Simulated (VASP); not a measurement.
OSZICAR of a VASP run on Eu (bcc):

File OSZICAR:
```
       N       E                     dE             d eps       ncg     rms          rms(c)
DAV:   1    -0.737707840095E+00   -0.73771E+00   -0.23832E+03  1088   0.343E+02
DAV:   2    -0.177397799964E+01   -0.10363E+01   -0.10139E+01   888   0.225E+01
DAV:   3    -0.180398616164E+01   -0.30008E-01   -0.29834E-01  1328   0.401E+00
DAV:   4    -0.180404107710E+01   -0.54915E-04   -0.54912E-04   928   0.145E-01
DAV:   5    -0.180404128849E+01   -0.21139E-06   -0.21141E-06  1296   0.129E-02    0.605E+00
DAV:   6    -0.181414418958E+01   -0.10103E-01   -0.12824E-03  1064   0.314E-01    0.361E+00
DAV:   7    -0.181954905976E+01   -0.54049E-02   -0.32515E-03  1056   0.498E-01    0.530E-02
DAV:   8    -0.181959002905E+01   -0.40969E-04   -0.11690E-04  1272   0.797E-02    0.158E-02
DAV:   9    -0.181959567353E+01   -0.56445E-05   -0.52837E-06  1136   0.158E-02    0.507E-03
DAV:  10    -0.181959580793E+01   -0.13440E-06   -0.15582E-06  1104   0.938E-03
   1 F= -.18195958E+01 E0= -.18194268E+01  d E =-.507021E-03
```

**Question.** Which electronic solver shows in the log?

**Answer.** It is blocked Davidson (ALGO = Normal, or the opening steps of other solvers). The INCAR had ALGO = Normal.

**Question.** Can the final energy be trusted as converged?

**Answer.** Self-consistency was reached. It stopped with EDIFF = 1E-6, NELM = 100 (PBE GGA, plane waves, VASP's PBE PAW potentials (set 64)). The 4f electrons are frozen in the core of the lanthanide potential, so 4f levels, which can set the real gap, and their magnetism are missing.

The compound is Eu in the bcc structure. The cell was not relaxed at this level. The run is one of a series of settings (ENCUT = 150 against the base run), some of them coarse on purpose.
